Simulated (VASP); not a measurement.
Tl3Zn, 4 atoms in the cell. Symmetry: Fm-3m, No. 225, cubic system. Conventional cell: a = 7.464 Å, b = 7.464 Å, c = 7.464 Å, α = 90.00°, β = 90.00°, γ = 90.00°. Zn (site symmetry m-3m) is surrounded by 8 Tl at 3.23 Å. Tl (site symmetry m-3m) has 8 Tl at 3.23 Å as nearest neighbours. Around Tl (site symmetry -43m) lie 4 Zn at 3.23 Å and 4 Tl at 3.23 Å. The cell comes from a database or a generator and needn't be the stable form of this composition.

* Program: VASP 6.6.1
* Task: single point
* Functional: PBEsol
* Potentials or basis: VASP PAW PBE potentials, release 64 (Zn, Tl_d)
* Cutoff: 520 eV
* k mesh: 5 × 5 × 5
* Occupations: fermi-dirac, width 0.1 eV
* Spin: no spin polarisation
* Dipole correction: no
* Further INCAR settings: ALGO = Fast; EDIFF = 1e-06; NBANDS = 34

Potentials or basis: VASP PAW PBE potentials, release 64 (Zn, Tl_d).

The run is started by

```bash
$ cat potpaw_PBE.64/Zn/POTCAR potpaw_PBE.64/Tl_d/POTCAR > POTCAR
$ mpirun -np 1 vasp_std > vasp.out
```

Hardware: 1 thread of Intel(R) Xeon(R) Platinum 8488C (Sapphire Rapids), with other jobs on the host.

Task: How long does it take, and how much memory?

Result: Run time: 26 s on 1 thread of Intel(R) Xeon(R) Platinum 8488C (Sapphire Rapids) (shared host), peak memory 0.24 GiB. Counts: scf iterations 13, k points 10.
